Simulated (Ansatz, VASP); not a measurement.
# Zr2PdO6: VASP beside Ansatz

```
Zr Pd O
1.0
     0.00000    3.62763    3.62763
     3.62763    0.00000    3.62763
     3.62763    3.62763    0.00000
Zr Pd O
2 1 6
Direct
  0.25000 0.25000 0.25000
  0.75000 0.75000 0.75000
  0.00000 0.00000 0.00000
  0.73959 0.26041 0.26041
  0.26041 0.73959 0.73959
  0.26041 0.73959 0.26041
  0.73959 0.26041 0.73959
  0.26041 0.26041 0.73959
  0.73959 0.73959 0.26041
```

Alike in both runs: functional PBE; k mesh 4 × 4 × 4; occupations gaussian, width 0.1 eV; no spin polarisation.

Ansatz relaxed the structure, and its values are those at the end. VASP's run is a single point on that final structure, the one shown.

|  | VASP | Ansatz |
| --- | --- | --- |
| version | VASP 6.6.1 | Ansatz 0.2.0 |
| potentials or method | VASP PAW PBE potentials, release 64 (Zr_sv, Pd, O) | scalar-relativistic, plane waves, PAW |
| plane-wave cutoff (eV) | 520 | 420 |
| valence electrons in the cell | 70 | 78 |

```tsv
	VASP	Ansatz	Ansatz less VASP
gap on the k mesh at the Fermi level (eV)	0.19	0.19	-0.002
least direct gap on the mesh (eV)	0.83	0.84	+0.005
pressure (GPa)	0.0	-0.3	-0.27
rms of the force components (eV/Å)	0.012	0.008	-0.0039
```

The two sets of potentials don't hold the same shells in valence.
